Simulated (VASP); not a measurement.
A convergence study with VASP on V (bcc): a few settings are varied, all else stays as given below, so the limit is that of these other settings.

```
V
1.0
   -1.51500     1.51500     1.51500
    1.51500    -1.51500     1.51500
    1.51500     1.51500    -1.51500
V
1
Cartesian
  0.00000   0.00000   0.00000
```

The numbers are results of LDA (Ceperley-Alder, Perdew-Zunger), VASP's LDA PAW potentials (set 64) (plane waves; VASP 6.6.1), not measurements. The last row used: 550 eV cut-off, 25×25×25 Γ-centred mesh, second-order Methfessel-Paxton smearing of 0.40 eV, potentials V_sv.

| setting | E (eV/atom) | pressure (GPa) | irreducible k-points |
|---|---|---|---|
| ISMEAR = -1, SIGMA = 0.01, 9×9×9 mesh | -9.8613 | -18.73 | 35 |
| ISMEAR = -1, SIGMA = 0.1, 9×9×9 mesh | (withheld) | (withheld) | 35 |
| ISMEAR = 0, SIGMA = 0.01, 9×9×9 mesh | -9.8612 | -18.74 | 35 |
| ISMEAR = 0, SIGMA = 0.1, 9×9×9 mesh | -9.8628 | -18.16 | 35 |
| ISMEAR = 1, SIGMA = 0.01, 9×9×9 mesh | -9.8612 | -18.70 | 35 |
| ISMEAR = 1, SIGMA = 0.2, 9×9×9 mesh | -9.8641 | -18.04 | 35 |
| ISMEAR = 2, SIGMA = 0.05, 9×9×9 mesh | -9.8612 | -19.01 | 35 |
| ISMEAR = 2, SIGMA = 0.2, 9×9×9 mesh | -9.8628 | -18.21 | 35 |
| ISMEAR = -1, SIGMA = 0.01, 19×19×19 mesh | -9.8692 | -17.77 | 220 |
| ISMEAR = -1, SIGMA = 0.2, 19×19×19 mesh | -9.8778 | -16.30 | 220 |
| ISMEAR = 0, SIGMA = 0.01, 19×19×19 mesh | -9.8691 | -17.75 | 220 |
| ISMEAR = 0, SIGMA = 0.2, 19×19×19 mesh | -9.8691 | -17.47 | 220 |
| ISMEAR = 1, SIGMA = 0.01, 19×19×19 mesh | -9.8691 | -17.81 | 220 |
| ISMEAR = 1, SIGMA = 0.4, 19×19×19 mesh | -9.8682 | -17.63 | 220 |
| ISMEAR = 2, SIGMA = 0.05, 19×19×19 mesh | -9.8692 | -17.86 | 220 |
| ISMEAR = 2, SIGMA = 0.4, 19×19×19 mesh | -9.8681 | (withheld) | 220 |
| ISMEAR = -1, SIGMA = 0.05, 25×25×25 mesh | -9.8690 | -17.62 | 455 |
| ISMEAR = -1, SIGMA = 0.2, 25×25×25 mesh | -9.8778 | -16.30 | 455 |
| ISMEAR = 0, SIGMA = 0.05, 25×25×25 mesh | -9.8690 | -17.71 | 455 |
| ISMEAR = 0, SIGMA = 0.2, 25×25×25 mesh | -9.8689 | -17.46 | 455 |
| ISMEAR = 1, SIGMA = 0.05, 25×25×25 mesh | -9.8689 | -17.74 | 455 |
| ISMEAR = 1, SIGMA = 0.4, 25×25×25 mesh | -9.8681 | -17.63 | 455 |
| ISMEAR = 2, SIGMA = 0.1, 25×25×25 mesh | -9.8691 | -17.72 | 455 |
| ISMEAR = 2, SIGMA = 0.4, 25×25×25 mesh | -9.8678 | -17.66 | 455 |

### Question
What belongs in the gaps?

### Answer

- ISMEAR = 2, SIGMA = 0.4, 19×19×19 mesh, pressure (GPa): -17.67
- ISMEAR = -1, SIGMA = 0.1, 9×9×9 mesh, E (eV/atom): -9.8683
- ISMEAR = -1, SIGMA = 0.1, 9×9×9 mesh, pressure (GPa): -17.43

Left out are rungs that failed or repeat a setting and relaxations that didn't move; long series are thinned to 24 rows.

The compound is V in the bcc structure. The cell was not relaxed at this level. The run is not spin-polarised, so no magnetic state was tried.
